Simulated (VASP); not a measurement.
Write the native input for VASP 6.6.1 that does the following.

- Task: single point
- Functional: PBEsol
- Potentials or basis: VASP PAW PBE potentials, release 64 (Mn_pv, Al, N)
- Cutoff: 450 eV
- k mesh: 3 × 3 × 2
- Occupations: gaussian, width 0.03 eV
- Spin: collinear spin, ferromagnetic start
- Hubbard terms: Mn d U = 3.5 eV
- Dq: 0
- Further INCAR settings: LREAL = Auto; ALGO = Normal; EDIFF = 1e-05; NBANDS = 95

The structure of MnAl15N16 (a cell with a defect) lies in POSCAR:

```
MnAl15N16
1.0
    6.2200008610      0.0000000000      0.0000000000
   -3.1100004305      5.3866787572      0.0000000000
    0.0000000000      0.0000000000      9.9600000000
Mn Al N
1 15 16
Direct
    0.3333333333      0.1666666667      0.0000000000
    0.3333333333      0.1666666667      0.5000000000
    0.3333333333      0.6666666667      0.0000000000
    0.3333333333      0.6666666667      0.5000000000
    0.8333333333      0.1666666667      0.0000000000
    0.8333333333      0.1666666667      0.5000000000
    0.8333333333      0.6666666667      0.0000000000
    0.8333333333      0.6666666667      0.5000000000
    0.1666666667      0.3333333333      0.2500000000
    0.1666666667      0.3333333333      0.7500000000
    0.1666666667      0.8333333333      0.2500000000
    0.1666666667      0.8333333333      0.7500000000
    0.6666666667      0.3333333333      0.2500000000
    0.6666666667      0.3333333333      0.7500000000
    0.6666666667      0.8333333333      0.2500000000
    0.6666666667      0.8333333333      0.7500000000
    0.3333333333      0.1666666667      0.1910000000
    0.3333333333      0.1666666667      0.6910000000
    0.3333333333      0.6666666667      0.1910000000
    0.3333333333      0.6666666667      0.6910000000
    0.8333333333      0.1666666667      0.1910000000
    0.8333333333      0.1666666667      0.6910000000
    0.8333333333      0.6666666667      0.1910000000
    0.8333333333      0.6666666667      0.6910000000
    0.1666666667      0.3333333333      0.4410000000
    0.1666666667      0.3333333333      0.9410000000
    0.1666666667      0.8333333333      0.4410000000
    0.1666666667      0.8333333333      0.9410000000
    0.6666666667      0.3333333333      0.4410000000
    0.6666666667      0.3333333333      0.9410000000
    0.6666666667      0.8333333333      0.4410000000
    0.6666666667      0.8333333333      0.9410000000
```

These files were run (other wordings do the same):

INCAR

```
  PREC = Accurate
  ENCUT = 450
  EDIFF = 1E-5
  ISMEAR = 0
  SIGMA = 0.03
  LREAL = Auto
  LASPH = True
  NELM = 120
  ALGO = Normal
  ISIF = 2
  LWAVE = False
  LCHARG = False
  ISPIN = 2
  MAGMOM = 4 0 0 0 0 0 0 0 0 0 0 0 0 0 0 0 0 0 0 0 0 0 0 0 0 0 0 0 0 0 0 0
  LORBIT = 11
  LMAXMIX = 4
  LDAU = True
  LDAUTYPE = 2
  LDAUL = 2 -1 -1
  LDAUU = 3.5 0 0
  LDAUJ = 0 0 0
  LDAUPRINT = 1
  GGA = PS
  NBANDS = 95
```

KPOINTS

```
Automatic mesh
0
Gamma
  3 3 2
```

Potentials or basis: VASP PAW PBE potentials, release 64 (Mn_pv, Al, N).

Launch:

```console
$ cat potpaw_PBE.64/Mn_pv/POTCAR potpaw_PBE.64/Al/POTCAR potpaw_PBE.64/N/POTCAR > POTCAR
$ mpirun -np 1 vasp_std > vasp.out
```

It gave:

The largest force is 1.900 eV/Å, the band gap on the k mesh is none (metal or under the smearing width) and the net moment is 4.00 μB per cell. The site moments are Mn +3.68; Al +0.00, +0.01; N -0.06, +0.00, -0.00 μB. The valence electrons inside the program's atomic spheres are Mn 11.86; Al 0.81; N 3.81, 3.84, 3.82.

Caveat: the k mesh is coarse (spacing up to 0.39 Å⁻¹), so the values aren't converged; the PAW data sets were made with another functional, which shifts forces and pressure a little; only a ferromagnetic start was run, and an antiferromagnetic order may lie lower in energy.

Wall time 17 min on 1 thread of Intel(R) Xeon(R) Platinum 8488C (Sapphire Rapids) (shared host), peak memory 0.62 GiB.
